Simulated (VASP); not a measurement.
These are revPBE GGA, VASP's PBE PAW potentials (set 64) (plane waves; VASP) values and carry that method's errors.

The input files of a VASP run:

### POSCAR
```
Dy
1
    1.8346360865    -3.1776827024    -0.0000000000
    1.8346360865     3.1776827024     0.0000000000
    0.0000000000    -0.0000000000     5.6557179002
Dy
2
Direct
  0.3333330000   0.6666670000   0.2500000000
  0.6666670000   0.3333330000   0.7500000000
```

**KPOINTS**
```
Automatic mesh
0
Gamma
13 13 7
0 0 0
```

### INCAR
```
SYSTEM  =  Dy
PREC  =  Accurate; ENCUT  =  520; LREAL  =  F
LASPH  =  T
EDIFF  =  1E-7; NELM  =  100; ALGO  =  Normal
LMAXMIX  =  6
ISMEAR  =  -5
GGA  =  RE
ISIF  =  2
LWAVE  =  F; LCHARG  =  T; LORBIT  =  11
NEDOS  =  601
```

POTCAR, in this order: Dy_3 (PBE.64 set). Program: vasp_std.

The resulting files:

### OSZICAR
```
       N       E                     dE             d eps       ncg     rms          rms(c)
DAV:   1     0.493108345377E+02    0.49311E+02   -0.87811E+03  2200   0.124E+03
DAV:   2    -0.507182650988E+01   -0.54383E+02   -0.53433E+02  2204   0.309E+02
DAV:   3    -0.836286081891E+01   -0.32910E+01   -0.30759E+01  3048   0.405E+01
DAV:   4    -0.848907618042E+01   -0.12622E+00   -0.12434E+00  2901   0.875E+00
DAV:   5    -0.849311281825E+01   -0.40366E-02   -0.40541E-02  3118   0.106E+00    0.236E+01
DAV:   6    -0.849507608041E+01   -0.19633E-02   -0.25693E-02  3327   0.152E+00    0.141E+01
DAV:   7    -0.850476857586E+01   -0.96925E-02   -0.47945E-02  3303   0.211E+00    0.246E-01
DAV:   8    -0.850461085761E+01    0.15772E-03   -0.25720E-03  2769   0.428E-01    0.630E-02
DAV:   9    -0.850465401868E+01   -0.43161E-04   -0.22685E-04  2980   0.139E-01    0.343E-02
DAV:  10    -0.850463635482E+01    0.17664E-04   -0.42057E-05  2946   0.512E-02    0.475E-02
DAV:  11    -0.850464205644E+01   -0.57016E-05   -0.61580E-06  2639   0.207E-02    0.156E-03
DAV:  12    -0.850464268516E+01   -0.62871E-06   -0.43485E-07  2784   0.644E-03    0.354E-03
DAV:  13    -0.850464220754E+01    0.47761E-06   -0.46679E-08  1627   0.189E-03    0.261E-04
DAV:  14    -0.850464220792E+01   -0.38062E-09   -0.79577E-09  1582   0.104E-03
   1 F= -.85046422E+01 E0= -.85046422E+01  d E =0.000000E+00
```

File OUTCAR:
```
------------------------ aborting loop because EDIFF is reached ----------------------------------------
  FORCE on cell =-STRESS in cart. coord.  units (eV):
  Direction    XX          YY          ZZ          XY          YZ          ZX
  --------------------------------------------------------------------------------------
  Total       -0.0781035     -0.0781035      0.1792810      0.0000000      0.0000000      0.0000000
  in kB       -1.8975918     -1.8975916      4.3557869      0.0000000      0.0000000      0.0000000
  external PRESSURE =       0.1868678 kB  Pullay stress =       0.0000000 kB
  volume of cell :       65.94
      direct lattice vectors                 reciprocal lattice vectors
     1.834636086 -3.177682702  0.000000000     0.272533612 -0.157347365  0.000000000
     1.834636086  3.177682702  0.000000000     0.272533612  0.157347365  0.000000000
     0.000000000  0.000000000  5.655717900     0.000000000  0.000000000  0.176812213
 POSITION                                       TOTAL-FORCE (eV/Angst)
 -----------------------------------------------------------------------------------
      1.83464      1.05923      1.41393         0.000000      0.000000      0.000000
      1.83464     -1.05923      4.24179        -0.000000      0.000000      0.000000
 -----------------------------------------------------------------------------------
    total drift:                                0.000004      0.000105     -0.000011
  FREE ENERGIE OF THE ION-ELECTRON SYSTEM (eV)
  ---------------------------------------------------
  free  energy   TOTEN  =        -8.5046422079 eV

  energy  without entropy=       -8.5046422079  energy(sigma->0) =       -8.50464221

 total charge

# of ion       s       p       d       tot
------------------------------------------
    1        0.432   6.372   1.050   7.854
    2        0.432   6.372   1.050   7.854
--------------------------------------------------
tot          0.864  12.744   2.100  15.708
```
(Selected blocks of OUTCAR.)

The 4f electrons are frozen in the core of the lanthanide potential, so 4f levels, which can set the real gap, and their magnetism are missing. For a metal the tetrahedron method with Blöchl corrections gives inexact stress and forces.

The compound is Dy in the hcp structure. It was relaxed first.
